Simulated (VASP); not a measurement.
Mg2ZnTeS2:

```
Mg Zn Te S
1.0
     4.27399    0.00000    0.00000
    -2.13700    3.70138    0.00000
     0.00000    0.00000    9.30822
Mg Zn Te S
2 1 1 2
Cartesian
  0.0000 2.4676 4.6541
  2.1370 1.2338 4.6541
  0.0000 0.0000 0.0000
  0.0000 0.0000 4.6541
  0.0000 0.0000 7.4776
  0.0000 0.0000 1.8306
```

The cell was built by a generator and needn't be a form met in nature.

```yaml
Program: VASP 6.6.1
Task: relaxation of cell and atoms
Functional: PBE
Potentials_or_basis: VASP PAW PBE potentials, release 64 (Mg, Zn, Te, S)
Cutoff: 520 eV
k_mesh: 4 × 4 × 2
Occupations: gaussian, width 0.15 eV
Spin: no spin polarisation
```

At the start: pressure 30.2 GPa; volume 24.54 Å³/atom.

**Question.** How do energy, volume and symmetry change on relaxing?

**Answer.** Over 17 steps the energy falls by 1069.7 meV/atom and the volume is 38.00 Å³/atom (+54.8 %); space group P6/mmm (No. 191, to 0.05 Å).

The path:
| step | energy change (eV) | largest force (eV/Å) | pressure (GPa) | volume (Å³) |
| --- | --- | --- | --- | --- |
| 1 | 0.0000 | 8.3457 | 30.23 | 147.25 |
| 2 | -4.4429 | 0.2832 | -3.39 | 269.59 |
| 3 | 6.2154 | 1.7595 | 2.67 | 208.45 |
| 4 | 0.0308 | 0.7806 | 2.14 | 217.10 |
| 5 | -5.0171 | 0.5392 | -2.28 | 242.40 |
| 6 | -5.2938 | 0.6001 | -0.66 | 223.58 |
| 7 | -5.3257 | 0.5882 | -0.39 | 219.97 |
| 8 | -6.3365 | 0.6696 | -0.84 | 233.33 |
| 9 | -6.3594 | 0.6480 | -0.76 | 235.16 |
| 10 | -6.3615 | 0.6554 | -0.76 | 235.81 |
| 11 | -6.4101 | 0.2754 | -0.21 | 229.03 |
| 12 | -6.4033 | 0.1221 | 0.55 | 223.95 |
| 13 | -6.4124 | 0.1224 | 0.22 | 226.82 |
| 14 | -6.4125 | 0.1257 | 0.24 | 227.05 |
| 15 | -6.4120 | 0.2018 | 0.12 | 228.04 |
| 16 | -6.4125 | 0.1647 | 0.26 | 227.40 |
| 17 | -6.4185 | 0.0031 | 0.00 | 228.02 |

Final structure:
```
Mg Zn Te S
1.0
     5.22310    0.00000    0.00000
    -2.61155    4.52334    0.00000
     0.00000    0.00000    9.65125
Mg Zn Te S
2 1 1 2
Direct
  0.33333 0.66667 0.50000
  0.66667 0.33333 0.50000
  0.00000 0.00000 0.00000
  0.00000 0.00000 0.50000
  0.00000 0.00000 0.77533
  0.00000 0.00000 0.22467
```

Caveat: the k mesh is coarse (spacing up to 0.42 Å⁻¹), so the values aren't converged; the volume moved by over 15 % at a fixed basis, so the end points are rough.
